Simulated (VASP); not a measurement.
These are vdW-DF2, VASP's PBE PAW potentials (set 64) (plane waves; VASP) values and carry that method's errors.

VASP ran on this input.

INCAR:
```
AGGAC = 0.0
ALGO = Normal
EDIFF = 1E-6
EDIFFG = -0.01
ENCUT = 520
GGA = ML
IBRION = 2
ISIF = 3
ISMEAR = 1
LASPH = T
LCHARG = F
LMAXMIX = 6
LREAL = F
LUSE_VDW = T
LWAVE = F
NELM = 100
NSW = 60
PREC = Accurate
SIGMA = 0.1
SYSTEM = Ir
ZAB_VDW = -1.8867
```

**KPOINTS**
```
K-points
0
G
 15 15 15
```

File POSCAR:
```
Ir
1
    0.0000000000     1.9200000000     1.9200000000
    1.9200000000     0.0000000000     1.9200000000
    1.9200000000     1.9200000000     0.0000000000
Ir
1
Direct
  0.0000000000   0.0000000000   0.0000000000
```

POTCAR, in this order: Ir (PBE.64 set). Program: vasp_std.

Energy and stress use the plane-wave basis of the starting cell. Unless said otherwise, spin-orbit coupling is left out, though it shifts the bands of the heavy elements here.

Problem. What does the run give for the energy per atom (σ→0), volume per atom, band gap (on the k-mesh)?

Solution. 
The energy per atom (σ→0) is -4.966 eV/atom and the band gap (on the k-mesh) comes out as none (metal, semimetal or under 0.01 eV). The volume per atom is 15.82 Å³/atom.

### OSZICAR
```
...
   4 F= -.49661915E+01 E0= -.49660036E+01  d E =-.180576E+00
       N       E                     dE             d eps       ncg     rms          rms(c)
DAV:   1    -0.496700370441E+01   -0.81281E-03   -0.23422E-02  2032   0.248E+00    0.191E-01
DAV:   2    -0.496638899133E+01    0.61471E-03   -0.17855E-03  2088   0.567E-01    0.595E-02
DAV:   3    -0.496634237417E+01    0.46617E-04   -0.25048E-04  2448   0.191E-01    0.280E-02
DAV:   4    -0.496634566888E+01   -0.32947E-05   -0.62836E-06  2424   0.294E-02    0.174E-03
DAV:   5    -0.496634568508E+01   -0.16200E-07   -0.21165E-07  1064   0.564E-03
   5 F= -.49663457E+01 E0= -.49661612E+01  d E =-.180731E+00
```

The compound is Ir in the fcc structure. This run relaxes it. Symmetry was kept, so distortions that lower it aren't found.
